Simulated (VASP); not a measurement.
# A VASP study of NaB2 (PBEsol): structure first, properties next

Aim: relax NaB2, then compute properties on the relaxed cell. The steps: rough relaxation of the start cell, full relaxation (PBEsol), second relaxation, density, ELF and potential (PBEsol), band structure (PBEsol), density of states (PBEsol) and band structure (r2SCAN). The cell is invented: it takes the structure of COD entry 1509214, AgB2 (space group 191 there), with some of its atoms replaced by other elements, volume scaled by an estimate. It may not be a known or stable phase.

Program: VASP 6.6.1. Level of theory: PBEsol; plane waves and PAW (Na_pv, B), in the first sound run; inputs show where later runs differ. Results are calculated unless marked as measured.

**1. The structure**

Before any relaxation, the start is as follows. Symmetry: P6/mmm, No. 191, hexagonal system. Conventional cell: a = 3.054 Å, b = 3.054 Å, c = 3.298 Å, α = 90.00°, β = 90.00°, γ = 120.00°. Na has 12 B at 2.41 Å nearest. Nearest to B lie 3 B at 1.76 Å and 6 Na at 2.41 Å. It derives from AgB2. it takes the structure of COD entry 1509214, AgB2 (space group 191 there), with some of its atoms replaced by other elements, volume scaled by an estimate. Farther neighbours are not listed.

**2. Rough relaxation of the start cell**

The start is only an estimate, so a cheap relaxation brings it near a minimum before any careful run. PBEsol restores the gradient expansion of exchange and is tuned for the cells of solids.

Contents of INCAR:

```
SYSTEM = NaB2
PREC = Normal
ENCUT = 420
EDIFF = 1E-05
NELM = 60
ISMEAR = 0
SIGMA = 0.05
LREAL = .FALSE.
ALGO = Fast
GGA = PS
NBANDS = 12
LORBIT = 11
LWAVE = .FALSE.
LCHARG = .FALSE.
IBRION = 2
NSW = 40
ISIF = 3
EDIFFG = -0.04
```

Contents of POSCAR:

```
NaB2
1.0
    3.0539180000      0.0000000000      0.0000000000
   -1.5269590000      2.6447700000      0.0000000000
    0.0000000000      0.0000000000      3.2982310000
Na B
1 2
Direct
    0.0000000000      0.0000000000      0.0000000000
    0.3333333300      0.6666666700      0.5000000000
    0.6666666700      0.3333333300      0.5000000000
```

Contents of KPOINTS:

```
Automatic mesh
0
Gamma
6 6 5
0 0 0
```

The projector-augmented-wave data sets are Na_pv and B (PBE family, release 64).

Started as:

```sh
> mpirun -np 1 vasp_std
```

Output:

```text
[banner, memory and clock lines left out]
running    1 mpi-ranks, on    1 nodes
 distrk:  each k-point on    1 cores,    1 groups
 distr:  one band on    1 cores,    1 groups

 POSCAR found type information on POSCAR NaB
 POSCAR found :  2 types and       3 ions
|                                                                             |
|               ----> ADVICE to this user running VASP <----                  |
|                                                                             |
|     You enforced a specific xc type in the INCAR file but a different       |
|     [... a line on the potential file left out ...]
|     I HOPE YOU KNOW WHAT YOU ARE DOING!                                     |
|                                                                             |

 LDA part: xc-table for (Slater+PW92), standard interpolation
 POSCAR, INCAR and KPOINTS ok, starting setup
 FFT: planning ... GRIDC
 FFT: planning ... GRID_SOFT
 FFT: planning ... GRID
 WAVECAR not read
 entering main loop
       N       E                     dE             d eps       ncg     rms          rms(c)
DAV:   1     0.582068160879E+02    0.58207E+02   -0.60728E+03   524   0.104E+03
DAV:   2    -0.119237658186E+02   -0.70131E+02   -0.66092E+02   560   0.274E+02
DAV:   3    -0.147805676939E+02   -0.28568E+01   -0.28202E+01   616   0.514E+01
DAV:   4    -0.148073584113E+02   -0.26791E-01   -0.26772E-01   568   0.490E+00
DAV:   5    -0.148075841772E+02   -0.22577E-03   -0.22576E-03   588   0.449E-01    0.521E+00
RMM:   6    -0.137550516382E+02    0.10525E+01   -0.65611E-01   514   0.552E+00    0.251E+00
RMM:   7    -0.134782225177E+02    0.27683E+00   -0.76215E-01   505   0.449E+00    0.602E-01
RMM:   8    -0.134782348885E+02   -0.12371E-04   -0.30443E-02   521   0.207E+00    0.337E-01
RMM:   9    -0.134790890866E+02   -0.85420E-03   -0.12941E-02   529   0.934E-01    0.236E-01
RMM:  10    -0.134772341424E+02    0.18549E-02   -0.26341E-03   538   0.642E-01    0.231E-02
RMM:  11    -0.134772712329E+02   -0.37091E-04   -0.49063E-04   522   0.214E-01    0.204E-02
RMM:  12    -0.134772737627E+02   -0.25298E-05   -0.10643E-04   536   0.128E-01    0.113E-02
RMM:  13    -0.134772718251E+02    0.19376E-05   -0.34160E-05   436   0.628E-02
   1 F= -.13477272E+02 E0= -.13475383E+02  d E =-.134773E+02
 curvature:   0.00 expect dE= 0.000E+00 dE for cont linesearch  0.000E+00
 trial: gam= 0.00000 g(F)=  0.133E-44 g(S)=  0.994E+00 ort = 0.000E+00 (trialstep = 0.100E+01)
 search vector abs. value=  0.994E+00
 bond charge predicted
       N       E                     dE             d eps       ncg     rms          rms(c)
DAV:   1    -0.154277951756E+02   -0.19505E+01   -0.58454E+01   584   0.160E+02    0.825E+00
RMM:   2    -0.143887287893E+02    0.10391E+01   -0.15256E+00   518   0.178E+01    0.427E+00
RMM:   3    -0.140091465546E+02    0.37958E+00   -0.66687E-01   505   0.109E+01    0.511E-01
RMM:   4    -0.140125756218E+02   -0.34291E-02   -0.90266E-02   527   0.294E+00    0.443E-01
RMM:   5    -0.139998306230E+02    0.12745E-01   -0.10993E-02   511   0.116E+00    0.151E-01
RMM:   6    -0.139976891224E+02    0.21415E-02   -0.37063E-03   512   0.735E-01    0.516E-02
RMM:   7    -0.139976110961E+02    0.78026E-04   -0.98215E-04   511   0.338E-01    0.188E-02
RMM:   8    -0.139976415332E+02   -0.30437E-04   -0.15856E-04   526   0.140E-01    0.225E-02
RMM:   9    -0.139976190190E+02    0.22514E-04   -0.45577E-05   478   0.741E-02    0.176E-03
RMM:  10    -0.139976196643E+02   -0.64529E-06   -0.91476E-06   347   0.318E-02
   2 F= -.13997620E+02 E0= -.13995429E+02  d E =-.520348E+00
[... from here on, the cycles between the ionic steps are left out ...]
   3 F= -.14002478E+02 E0= -.14000372E+02  d E =-.525206E+00
   4 F= -.14328925E+02 E0= -.14327573E+02  d E =-.326447E+00
   5 F= -.14355858E+02 E0= -.14353649E+02  d E =-.353380E+00
   6 F= -.14357710E+02 E0= -.14355133E+02  d E =-.355232E+00
   7 F= -.14389801E+02 E0= -.14386714E+02  d E =-.320909E-01
   8 F= -.14390878E+02 E0= -.14387801E+02  d E =-.331683E-01
   9 F= -.14390867E+02 E0= -.14387788E+02  d E =-.331574E-01
  10 F= -.14391556E+02 E0= -.14388432E+02  d E =-.688935E-03
 trial-energy change:   -0.000689  1 .order   -0.000702   -0.000918   -0.000486
 step:   2.3261(harm=  2.3261)  dis= 0.00000  next Energy=   -14.391844 (dE=-0.976E-03)
 bond charge predicted
       N       E                     dE             d eps       ncg     rms          rms(c)
DAV:   1    -0.143925273472E+02   -0.97147E-03   -0.42835E-02   576   0.207E+00    0.205E-01
RMM:   2    -0.143919514681E+02    0.57588E-03   -0.88260E-04   506   0.270E-01    0.109E-01
RMM:   3    -0.143918636880E+02    0.87780E-04   -0.96073E-05   508   0.106E-01    0.649E-02
RMM:   4    -0.143918160058E+02    0.47682E-04   -0.29408E-05   405   0.489E-02    0.288E-03
RMM:   5    -0.143918165556E+02   -0.54977E-06   -0.53538E-06   300   0.287E-02
  11 F= -.14391817E+02 E0= -.14388668E+02  d E =-.949159E-03
 curvature:  -1.14 expect dE=-0.489E-04 dE for cont linesearch -0.906E-09
 trial: gam= 0.02659 g(F)=  0.250E-44 g(S)=  0.430E-04 ort =-0.809E-06 (trialstep = 0.134E+01)
 search vector abs. value=  0.435E-04
 reached required accuracy - stopping structural energy minimisation
```

The job ended after 24 s (1 MPI rank of AMD EPYC 7R43, shared host; peak memory 0.08 GiB).

The logs omit lines about the potential files and the build; timing stands in the text.

OUTCAR, selected parts (step 2):

```text
ion  position               nearest neighbor table
   1  0.000  0.000  0.000-   2 2.41   2 2.41   3 2.41   3 2.41   2 2.41   3 2.41   2 2.41   3 2.41
                             3 2.41   3 2.41   2 2.41   2 2.41
   2  0.333  0.667  0.500-   3 1.76   3 1.76   3 1.76   1 2.41   1 2.41   1 2.41   1 2.41   1 2.41
                             1 2.41
   3  0.667  0.333  0.500-   2 1.76   2 1.76   2 1.76   1 2.41   1 2.41   1 2.41   1 2.41   1 2.41
                             1 2.41

  LATTYP: Found a hexagonal cell.
 ALAT       =     3.0539180000
 C/A-ratio  =     1.0799998559

 Subroutine GETGRP returns: Found 24 space group operations
 (whereof 24 operations were pure point group operations)

The static configuration has the point symmetry D_6h.

 Found     21 irreducible k-points:

   k-points           NKPTS =     21   k-points in BZ     NKDIM =     21   number of bands    NBANDS=     12

   dimension x,y,z NGX =    16 NGY =   16 NGZ =   18
   dimension x,y,z NGXF=    32 NGYF=   32 NGZF=   36

   ENCUT  =  420.0 eV  30.87 Ry    5.56 a.u.   5.10  5.10  5.51*2*pi/ulx,y,z

   NELECT =      13.0000    total number of electrons

 k-points in reciprocal lattice and weights: Automatic mesh
   0.00000000  0.00000000  0.00000000       0.006
   0.16666667 -0.00000000  0.00000000       0.033
   0.33333333 -0.00000000  0.00000000       0.033
   0.50000000  0.00000000  0.00000000       0.017
   0.16666667  0.16666667  0.00000000       0.033
   0.33333333  0.16666667  0.00000000       0.067
   0.33333333  0.33333333  0.00000000       0.011
   0.00000000  0.00000000  0.20000000       0.011
   0.16666667 -0.00000000  0.20000000       0.067
[...]
0.33333333  0.16666667  0.40000000       0.133
   0.33333333  0.33333333  0.40000000       0.022

 average (electrostatic) potential at core
       1 -45.7470       2 -28.1190       3 -28.1190

 E-fermi :   2.8217

 k-point     1 :       0.0000    0.0000    0.0000
  band No.  band energies     occupation
      1     -20.0640      2.00000
      2     -20.0477      2.00000
      3     -20.0477      2.00000
      4      -7.6379      2.00000
      5       0.4047      2.00000
      6       4.5616      0.00000
      7       4.5616      0.00000
      8       5.1373      0.00000
      9      11.5240      0.00000
     10      11.5240      0.00000
    ...

 k-point     2 :       0.1667   -0.0000    0.0000
  band No.  band energies     occupation
    ...
      2     -20.0598      2.00000
      3     -20.0521      2.00000
      4      -7.1559      2.00000
      5       0.8765      2.00000
      6       2.7451      1.96982
      7       3.7254      0.00000
      8       5.6966      0.00000
      9      11.1679      0.00000
     10      12.0503      0.00000
     11      13.3525      0.00000
    ...

 k-point     3 :       0.3333   -0.0000    0.0000
  band No.  band energies     occupation
    ...
      3     -20.0292      2.00000
      4      -5.7489      2.00000
      5      -0.4714      2.00000
      6       2.2177      2.00000
      7       2.5814      2.00000
      8       7.2399      0.00000
      9       8.7521      0.00000
     10      10.2323      0.00000
     11      13.0788      0.00000
     12      17.2098      0.00000

  Total        0.0322572      0.0322572      0.0243190      0.0000000      0.0000000     -0.0000000
  in kB        1.5443665      1.5443659      1.1643100      0.0000000      0.0000000     -0.0000000
  external PRESSURE =       1.4176808 kB  Pullay stress =       0.0000000 kB

  energy-cutoff  :      420.00
  volume of cell :       33.46
      direct lattice vectors                 reciprocal lattice vectors
     3.033120150  0.000000000 -0.000000000     0.329693501  0.190348671  0.000000000
    -1.516560075  2.626758558 -0.000000000    -0.000000000  0.380697342 -0.000000000
    -0.000000000  0.000000000  4.200269931     0.000000000  0.000000000  0.238079937

 POSITION                                       TOTAL-FORCE (eV/Angst)
 -----------------------------------------------------------------------------------
      0.00000      0.00000      0.00000        -0.000000     -0.000000      0.000000
     -0.00000      1.75117      2.10013         0.000000      0.000000      0.000000
      1.51656      0.87559      2.10013         0.000000     -0.000000     -0.000000
 -----------------------------------------------------------------------------------
    total drift:                               -0.000000      0.000000      0.000000

  FREE ENERGIE OF THE ION-ELECTRON SYSTEM (eV)
  ---------------------------------------------------
  free  energy   TOTEN  =       -14.3918165556 eV

  energy  without entropy=      -14.3855197205  energy(sigma->0) =      -14.38866814

 reached required accuracy - stopping structural energy minimisation

 total charge
# of ion       s       p       d       tot
------------------------------------------
    1        0.086   6.019   0.000   6.106
    2        0.726   1.141   0.000   1.867
    3        0.726   1.141   0.000   1.867
--------------------------------------------------
tot          1.537   8.301   0.000   9.839

[... 3 further parts left out ...]
```

CONTCAR:

```
NaB2
   1.00000000000000
     3.0331201495876021    0.0000000000000000   -0.0000000000000000
    -1.5165600747938011    2.6267585575724981   -0.0000000000000000
    -0.0000000000000000    0.0000000000000000    4.2002699309398546
  Na              B
     1     2
Direct
     0.0000000000000000    0.0000000000000000    0.0000000000000000
     0.3333333300000021    0.6666666699999979    0.5000000000000000
     0.6666666699999979    0.3333333300000021    0.5000000000000000
```

This run has no spin polarisation. Its electron count is odd, so without a moment it is a metal by construction. The k-mesh is coarse for a metal. This relaxation is a rough one on cheap settings, only to bring the start near its minimum. The PAW data sets were made with PBE, which is usual practice but a small mismatch for other functionals. After so large a change of volume the plane waves of the start cell no longer fit, so the final stress carries a basis-set error. The run keeps the 24 symmetry operations of its start, so it cannot find a distortion of lower symmetry.

Step by step:

| step | energy less that of the first step (eV) | largest force (eV/Å) | pressure (GPa) | volume (Å³) |
| --- | --- | --- | --- | --- |
| 1 | 0.0000 | 0.0000 | 25.27 | 26.64 |
| 2 | -0.5203 | 0.0000 | -2.52 | 32.38 |
| 3 | -0.5252 | 0.0000 | -6.63 | 33.78 |
| 4 | -0.8517 | 0.0000 | -5.70 | 35.04 |
| 5 | -0.8786 | 0.0000 | -5.18 | 35.36 |
| 6 | -0.8804 | 0.0000 | -5.22 | 35.43 |
| 7 | -0.9125 | 0.0000 | 1.02 | 33.10 |
| 8 | -0.9136 | 0.0000 | -0.14 | 33.45 |
| 9 | -0.9136 | 0.0000 | 0.15 | 33.41 |
| 10 | -0.9143 | 0.0000 | 0.11 | 33.43 |
| 11 | -0.9145 | 0.0000 | 0.14 | 33.46 |

| cell as run | before | after | change |
| --- | --- | --- | --- |
| a (Å) | 3.054 | 3.033 | -0.7 % |
| b (Å) | 3.054 | 3.033 | -0.7 % |
| c (Å) | 3.298 | 4.200 | +27.3 % |
| volume (Å³/atom) | 8.88 | 11.15 | +25.6 % |

Final coordinates:

```xyz
3
Lattice="3.0331 0.0000 0.0000 -1.5166 2.6268 0.0000 0.0000 0.0000 4.2003" Properties=species:S:1:pos:R:3 pbc="T T T"
Na    0.0000    0.0000    0.0000
B     0.0000    1.7512    2.1001
B     1.5166    0.8756    2.1001
```

This step gave:

| Quantity | Value |
| --- | --- |
| electrons | 13 |
| bands | 12 |
| irreducible k-points | 21 |
| symmetry operations | 24 |
| free energy (TOTEN) | -14.39 eV |
| energy at zero smearing | -14.39 eV |
| Fermi energy | 2.822 eV |
| pressure | 0.1418 GPa |
| metallic | yes |
| SCF cycles over all ionic steps | 79 |

It ends with forces that vanish by symmetry and a pressure of 0.14 GPa.

[end of part 1 of 4]

[Lines on the potential files, build, host, timing and source positions are cut from VASP's logs without a mark.]

[Logs are printed without paths, hosts, clocks, repeated set-up lines and the standing remarks that a program may print on its own settings, such as how far it seeks lower states.]

[Hosts, paths, dates, database ids (printed as entryN), source tags and the programs' standing remarks are cut or masked in the printed files.]

[A measured line is paired with the nearest computed mode of its activity, which favours agreement.]
